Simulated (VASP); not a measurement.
Given:

```xyz
4
Lattice="4.1482 2.0695 2.0695 2.0695 4.1482 2.0695 2.0695 2.0695 4.1482" Properties=species:S:1:pos:R:3 pbc="T T T"
Ni     4.1389     6.2177     6.2177
Ni     4.1436     4.1436     4.1436
O      2.0718     2.0718     2.0718
O      6.2153     6.2153     6.2153
```
Starting moments (μB, in the order of the record's atoms Ni Ni O O): 1.6 -1.6 0.0 0.0.

Method: MS2 meta-GGA, VASP's PBE PAW potentials (set 64) (plane waves; VASP). Settings: 520 eV cut-off, 10×10×10 Γ-centred mesh, tetrahedra with Blöchl corrections, potentials Ni O.

**Question.** Give the spin-up energies of bands 6 to 19 at the high-symmetry points, in eV from the valence-band maximum.

**Answer.** 
```csv
band,Γ,T,H2,L,S0,F
6,-2.05,-4.56,-5.35,-4.76,-5.28,-4.84
7,-2.05,-3.34,-4.58,-4.66,-4.66,-3.36
8,-1.99,-3.33,-4.33,-3.78,-4.36,-3.33
9,-1.96,-1.90,-1.54,-2.08,-1.53,-2.89
10,-1.96,-1.90,-1.48,-1.45,-1.40,-1.60
11,-1.93,-1.37,-1.36,-1.43,-1.38,-1.43
12,-1.64,-1.20,-1.11,-1.00,-1.11,-1.01
13,-1.64,-1.20,-0.82,-0.77,-0.86,-0.96
14,-0.69,-1.04,-0.76,-0.60,-0.73,-0.59
15,-0.69,0.00,-0.50,-0.60,-0.57,-0.53
16,-0.62,0.00,-0.46,-0.32,-0.45,-0.33
17,2.61,2.89,2.99,2.94,2.98,3.38
18,3.26,2.90,3.06,2.98,3.07,3.52
19,3.27,5.38,9.64,8.71,9.82,6.60
```

**Question.** Give the spin-down energies of bands 6 to 19 at the high-symmetry points, in eV from the valence-band maximum.

**Answer.** 
| band | Γ | T | H2 | L | S0 | F |
|---|---|---|---|---|---|---|
| 6 | -2.05 | -4.56 | -5.35 | -4.76 | -5.28 | -4.84 |
| 7 | -2.05 | -3.34 | -4.58 | -4.66 | -4.66 | -3.36 |
| 8 | -1.99 | -3.33 | -4.33 | -3.78 | -4.36 | -3.33 |
| 9 | -1.96 | -1.90 | -1.54 | -2.08 | -1.53 | -2.89 |
| 10 | -1.96 | -1.90 | -1.48 | -1.45 | -1.40 | -1.60 |
| 11 | -1.93 | -1.37 | -1.36 | -1.43 | -1.38 | -1.43 |
| 12 | -1.64 | -1.20 | -1.11 | -1.00 | -1.11 | -1.01 |
| 13 | -1.64 | -1.20 | -0.82 | -0.77 | -0.86 | -0.96 |
| 14 | -0.69 | -1.04 | -0.76 | -0.60 | -0.73 | -0.59 |
| 15 | -0.69 | 0.00 | -0.50 | -0.60 | -0.57 | -0.53 |
| 16 | -0.62 | 0.00 | -0.46 | -0.32 | -0.45 | -0.33 |
| 17 | 2.61 | 2.89 | 2.99 | 2.94 | 2.98 | 3.38 |
| 18 | 3.26 | 2.90 | 3.06 | 2.98 | 3.07 | 3.52 |
| 19 | 3.27 | 5.38 | 9.64 | 8.71 | 9.82 | 6.60 |

The gap is indirect, 2.26 eV, from the valence maximum at T to the conduction minimum at (0.50, 0.30, 0.30).

The compound is NiO in the rock salt, AFM-II order structure. It was relaxed first.
